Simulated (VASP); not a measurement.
All values below come from vdW-DF2, VASP's PBE PAW potentials (set 64) (plane waves; VASP 6.6.1).

The input files of a VASP run:

### INCAR
```
! general
SYSTEM    =  MgB2
PREC      =  Accurate
ENCUT     =  520
LREAL     =  .False.   ! projection in real space or not
LASPH     =  .True.   ! aspherical one-centre terms

! electronic loop
EDIFF     =  1E-7   ! SCF stop (eV)
NELM      =  100
ALGO      =  Normal   ! blocked Davidson

! smearing
ISMEAR    =  1   ! Methfessel-Paxton
SIGMA     =  0.1   ! width (eV)

! functional
GGA       =  ML
LUSE_VDW  =  .True.
AGGAC     =  0.0
ZAB_VDW   =  -1.8867

! ions
IBRION    =  2   ! conjugate gradients
NSW       =  30
ISIF      =  4
EDIFFG    =  -0.01   ! ionic stop

! output
LWAVE     =  .False.
LCHARG    =  .False.
```

### POSCAR
```
MgB2
1
    1.5282921481    -2.6470791580     0.0000000000
    1.5282921481     2.6470791580     0.0000000000
    0.0000000000     0.0000000000     3.4801664001
Mg B
1 2
Direct
  0.0000000000   0.0000000000   0.0000000000
  0.3333330000   0.6666670000   0.5000000000
  0.6666670000   0.3333330000   0.5000000000
```

### KPOINTS
```
Automatic mesh
0
Gamma
11 11 9
0 0 0
```

POTCAR, in this order: Mg B (PBE.64 set). Program: vasp_std.

**Question.** What will the output report for the number of irreducible k-points (NKPTS), largest plane-wave count, number of space-group operations, FFT grid (NGX, NGY, NGZ)?

**Answer.** 
- number of irreducible k-points (NKPTS) = 80
- largest plane-wave count = 781
- number of space-group operations = 24
- FFT grid (NGX, NGY, NGZ) = 24 × 24 × 28

The compound is MgB2 in the AlB2 type structure. This cell is one point of a volume scan, at 0.97 of the reference volume. Symmetry was kept, so distortions that lower it aren't found.
